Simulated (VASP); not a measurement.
VASP ran on this input.

POSCAR:
```
NiAl
1
    2.9478000000     0.0000000000     0.0000000000
    0.0000000000     2.9478000000     0.0000000000
    0.0000000000     0.0000000000     2.9478000000
Al Ni
1 1
Direct
  0.5000000000   0.5000000000   0.5000000000
  0.0000000000   0.0000000000   0.0000000000
```

INCAR:
```
SYSTEM = NiAl
PREC = Accurate
ENCUT = 400
EDIFF = 1E-6
NELM = 100
ALGO = Normal
LREAL = .FALSE.
LASPH = .TRUE.
ISMEAR = 1
SIGMA = 0.1
GGA = PE
LMAXMIX = 4
LWAVE = .FALSE.
LCHARG = .FALSE.
ISIF = 2
```

**KPOINTS**
```
k-points along high-symmetry lines
6
Line-mode
Reciprocal
  0.000000   0.000000   0.000000 ! GAMMA
  0.000000   0.500000   0.000000 ! X

  0.000000   0.500000   0.000000 ! X
  0.500000   0.500000   0.000000 ! M

  0.500000   0.500000   0.000000 ! M
  0.000000   0.000000   0.000000 ! GAMMA

  0.000000   0.000000   0.000000 ! GAMMA
  0.500000   0.500000   0.500000 ! R

  0.500000   0.500000   0.500000 ! R
  0.000000   0.500000   0.000000 ! X

  0.500000   0.500000   0.500000 ! R
  0.500000   0.500000   0.000000 ! M
```

POTCAR, in this order: Al Ni (PBE.64 set). Program: vasp_std.

What VASP printed:

standard output:
```
 POSCAR found type information on POSCAR AlNi
 POSCAR found :  2 types and       2 ions
 Reading from existing POTCAR
 Reading from existing POTCAR
 LDA part: xc-table for (Slater+PW92), standard interpolation
 POSCAR, INCAR and KPOINTS ok, starting setup
 WAVECAR not read
 entering main loop
       N       E                     dE             d eps       ncg     rms          rms(c)
DAV:   1     0.373723268236E+02    0.37372E+02   -0.47419E+03   720   0.109E+03
DAV:   2    -0.908741658550E+01   -0.46460E+02   -0.43568E+02   754   0.187E+02
DAV:   3    -0.101647178711E+02   -0.10773E+01   -0.10652E+01   892   0.373E+01
DAV:   4    -0.101822085926E+02   -0.17491E-01   -0.17482E-01   858   0.413E+00
DAV:   5    -0.101826461092E+02   -0.43752E-03   -0.43750E-03   902   0.662E-01    0.919E+00
DAV:   6    -0.109233694328E+02   -0.74072E+00   -0.28695E+01   826   0.898E+01    0.103E+01
DAV:   7    -0.935451271208E+01    0.15689E+01   -0.82677E+00   800   0.516E+01    0.125E+00
DAV:   8    -0.934543829878E+01    0.90744E-02   -0.14163E-01   842   0.398E+00    0.814E-01
DAV:   9    -0.933742416004E+01    0.80141E-02   -0.28644E-02   848   0.273E+00    0.667E-02
DAV:  10    -0.933737135600E+01    0.52804E-04   -0.43164E-04  1026   0.218E-01    0.562E-02
DAV:  11    -0.933735759048E+01    0.13766E-04   -0.55046E-05   828   0.129E-01    0.110E-02
DAV:  12    -0.933735677005E+01    0.82043E-06   -0.61684E-07   416   0.889E-03
   1 F= -.93373568E+01 E0= -.93371918E+01  d E =-.494826E-03
```

**OUTCAR**
```
------------------------ aborting loop because EDIFF is reached ----------------------------------------
  FORCE on cell =-STRESS in cart. coord.  units (eV):
  Direction    XX          YY          ZZ          XY          YZ          ZX
  --------------------------------------------------------------------------------------
  Total       -0.7221627     -0.7221627     -0.7221627     -0.0000000     -0.0000000      0.0000000
  in kB      -45.1701588    -45.1701588    -45.1701588     -0.0000000     -0.0000000      0.0000000
  external PRESSURE =     -45.1701588 kB  Pullay stress =       0.0000000 kB
  volume of cell :       25.61
      direct lattice vectors                 reciprocal lattice vectors
     2.947800000  0.000000000  0.000000000     0.339236040  0.000000000  0.000000000
     0.000000000  2.947800000  0.000000000     0.000000000  0.339236040  0.000000000
     0.000000000  0.000000000  2.947800000     0.000000000  0.000000000  0.339236040
 POSITION                                       TOTAL-FORCE (eV/Angst)
 -----------------------------------------------------------------------------------
      1.47390      1.47390      1.47390         0.000000      0.000000      0.000000
      0.00000      0.00000      0.00000         0.000000      0.000000      0.000000
 -----------------------------------------------------------------------------------
    total drift:                               -0.000000      0.000000      0.000000
  FREE ENERGIE OF THE ION-ELECTRON SYSTEM (eV)
  ---------------------------------------------------
  free  energy   TOTEN  =        -9.3373567700 eV

  energy  without entropy=       -9.3368619441  energy(sigma->0) =       -9.33719183
```
(Selected blocks of OUTCAR.)

**Question.** The run ends quietly. Is anything wrong with it?

**Answer.** The cause: a line-mode KPOINTS file was used for a self-consistent run. The run ends without an error. Against the sound run, the energy per atom (σ→0) rises by 0.580 eV/atom; the pressure rises by 3.75 GPa. To mend it, correct KPOINTS.
File KPOINTS:
```
Automatic mesh
0
Gamma
9 9 9
0 0 0
```
The mended run (PBE GGA, plane waves, VASP's PBE PAW potentials (set 64)) converges, and its OSZICAR ends with
```
   1 F= -.10497615E+02 E0= -.10497751E+02  d E =0.407149E-03
```

The compound is NiAl in the CsCl type structure. The cell was not relaxed at this level. The run is not spin-polarised, so no magnetic state was tried. The electron count is odd and the run is not spin-polarised, which forces a metal.
